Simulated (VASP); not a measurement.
Consider the following.

```
Nb3Si
1.0
    3.99627     0.00000     0.00000
    0.00000     3.99627     0.00000
    0.00000     0.00000     3.99627
Si Nb
1 3
Direct
  0.00000   0.00000   0.00000
  0.00000   0.50000   0.50000
  0.50000   0.00000   0.50000
  0.50000   0.50000   0.00000
```

Computed with LDA (Ceperley-Alder, Perdew-Zunger), VASP's LDA PAW potentials (set 64) (plane waves; VASP). Numerical set-up: 400 eV cut-off, Gaussian smearing of 0.050 eV, potentials Si Nb_sv.

Question: Give the energies of bands 14 to 24 at the high-symmetry points, in eV from the Fermi level.

Answer: 
```
band      Γ      X      M      R
----  -----  -----  -----  -----
14    -5.09  -5.60  -4.20  -3.34
15    -3.37  -3.31  -4.20  -3.34
16    -3.37  -3.03  -3.80  -3.34
17    -3.04  -3.03  -1.49  -1.85
18    -3.04  -2.28  -1.49  -1.85
19    -3.04  -1.31  -1.25  -1.85
20    -0.14   0.09  -1.11  -0.11
21    -0.14   0.12   0.15  -0.11
22    -0.14   0.12   0.15  -0.11
23     1.62   0.33   1.15   1.38
24     1.62   1.40   1.48   1.38
```

It has no gap at this level: it comes out as a metal or semimetal.

The structure comes from a measured Nb3Si entry (Pm-3m) of the Crystallography Open Database, whose conditions weren't checked. It was relaxed first, which changed the volume by -15 %. The electron count is odd and the run is not spin-polarised, which forces a metal.
